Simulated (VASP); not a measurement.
Output of a VASP run:

**OSZICAR**
```
       N       E                     dE             d eps       ncg     rms          rms(c)
DAV:   1     0.341518893010E+02    0.34152E+02   -0.48498E+03  2440   0.110E+03
DAV:   2    -0.109218807243E+02   -0.45074E+02   -0.43078E+02  2428   0.190E+02
DAV:   3    -0.119390815216E+02   -0.10172E+01   -0.10055E+01  2932   0.362E+01
DAV:   4    -0.119552875233E+02   -0.16206E-01   -0.16209E-01  2758   0.416E+00
DAV:   5    -0.119557703575E+02   -0.48283E-03   -0.48320E-03  2822   0.740E-01    0.118E+01
DAV:   6    -0.138463980366E+02   -0.18906E+01   -0.58004E+01  2676   0.130E+02    0.156E+01
DAV:   7    -0.105607850070E+02    0.32856E+01   -0.16467E+01  2638   0.777E+01    0.108E+00
DAV:   8    -0.105543449458E+02    0.64401E-02   -0.41569E-01  2938   0.804E+00    0.101E+00
DAV:   9    -0.105407545757E+02    0.13590E-01   -0.55808E-02  2804   0.385E+00    0.180E-01
DAV:  10    -0.105403813508E+02    0.37322E-03   -0.16120E-03  2762   0.634E-01    0.733E-02
DAV:  11    -0.105403769345E+02    0.44163E-05   -0.41485E-05  2692   0.613E-02    0.257E-02
DAV:  12    -0.105403745935E+02    0.23411E-05   -0.52780E-06  2786   0.440E-02    0.302E-03
DAV:  13    -0.105403741869E+02    0.40659E-06   -0.13575E-07  1602   0.422E-03    0.170E-03
DAV:  14    -0.105403740918E+02    0.95068E-07   -0.21384E-07  1310   0.712E-03
   1 F= -.10540374E+02 E0= -.10540374E+02  d E =0.000000E+00
```

OUTCAR:
```
------------------------ aborting loop because EDIFF is reached ----------------------------------------
  FORCE on cell =-STRESS in cart. coord.  units (eV):
  Direction    XX          YY          ZZ          XY          YZ          ZX
  --------------------------------------------------------------------------------------
  Total       -0.0410967     -0.0410967     -0.0410967      0.0000000     -0.0000000      0.0000000
  in kB       -2.7202647     -2.7202647     -2.7202647      0.0000000     -0.0000000      0.0000000
  external PRESSURE =      -2.7202647 kB  Pullay stress =       0.0000000 kB
  volume of cell :       24.21
      direct lattice vectors                 reciprocal lattice vectors
     2.892690349  0.000000000  0.000000000     0.345698944  0.000000000  0.000000000
     0.000000000  2.892690349  0.000000000     0.000000000  0.345698944  0.000000000
     0.000000000  0.000000000  2.892690349     0.000000000  0.000000000  0.345698944
 POSITION                                       TOTAL-FORCE (eV/Angst)
 -----------------------------------------------------------------------------------
      1.44635      1.44635      1.44635         0.000000      0.000000      0.000000
      0.00000      0.00000      0.00000         0.000000      0.000000      0.000000
 -----------------------------------------------------------------------------------
    total drift:                               -0.000000      0.000000     -0.000000
  FREE ENERGIE OF THE ION-ELECTRON SYSTEM (eV)
  ---------------------------------------------------
  free  energy   TOTEN  =       -10.5403740918 eV

  energy  without entropy=      -10.5403740918  energy(sigma->0) =      -10.54037409

 total charge

# of ion       s       p       d       tot
------------------------------------------
    1        0.383   0.409   0.000   0.792
    2        0.471   0.505   8.466   9.441
--------------------------------------------------
tot          0.853   0.914   8.466  10.233
```
(Selected blocks of OUTCAR.)

### POSCAR
```
NiAl
1
    2.8926903487    -0.0000000000     0.0000000000
   -0.0000000000     2.8926903487    -0.0000000000
   -0.0000000000    -0.0000000000     2.8926903487
Al Ni
1 1
Direct
  0.5000000000   0.5000000000   0.5000000000
  0.0000000000   0.0000000000   0.0000000000
```

Write an INCAR and KPOINTS that could have produced this output.

One answer among several that fit: the input of the run itself, PBE GGA, plane waves, VASP's PBE PAW potentials (set 64).

File KPOINTS:
```
Automatic mesh
0
Gamma
14 14 14
0 0 0
```

INCAR:
```
ALGO = Normal
EDIFF = 1E-7
ENCUT = 400
GGA = PE
ISIF = 2
ISMEAR = -5
LASPH = .True.
LCHARG = .True.
LMAXMIX = 4
LORBIT = 11
LREAL = .False.
LWAVE = .False.
NEDOS = 601
NELM = 100
PREC = Accurate
SYSTEM = NiAl
```

POTCAR, in this order: Al Ni (PBE.64 set). Program: vasp_std.

For a metal the tetrahedron method with Blöchl corrections gives inexact stress and forces.

The compound is NiAl in the CsCl type structure. It was relaxed first. The run is not spin-polarised, so no magnetic state was tried. The electron count is odd and the run is not spin-polarised, which forces a metal.
